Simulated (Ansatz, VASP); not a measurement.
One calculation of ZnAg, two programs

```
Zn Ag
1.0
     3.18251    0.00000    0.00000
     0.00000    3.18251    0.00000
     0.00000    0.00000    3.18251
Zn Ag
1 1
Direct
  0.50000 0.50000 0.50000
  0.00000 0.00000 0.00000
```

Alike in both runs: task relaxation of cell and atoms; functional LDA; k mesh 14 × 14 × 14; occupations gaussian, width 0.1 eV; no spin polarisation.

|  | VASP | Ansatz |
| --- | --- | --- |
| version | VASP 6.6.1 | Ansatz 0.2.0 |
| potentials or method | VASP PAW LDA potentials, release 64 (Zn, Ag) | scalar-relativistic, plane waves, PAW |
| plane-wave cutoff (eV) | 600 | 420 |
| valence electrons in the cell | 23 | 31 |

|  | VASP | Ansatz | Ansatz less VASP |
| --- | --- | --- | --- |
| gap on the k mesh at the Fermi level, each at its own relaxed structure (eV) | none | none | - |
| relaxed volume (Å³/atom) | 14.61 | 14.55 | -0.058 |
| relaxed cell length with the largest relative difference (Å) | 3.080 | 3.076 | -0.0041 |
| energy change over the relaxation (meV/atom) | -52 | -56 | -3.9 |

A gap of «none» marks a metal or a gap that the smearing closes. The two sets of potentials don't hold the same shells in valence.

LDA usually gives volumes a few per cent too small. Zero-point motion and thermal expansion aren't in these numbers.
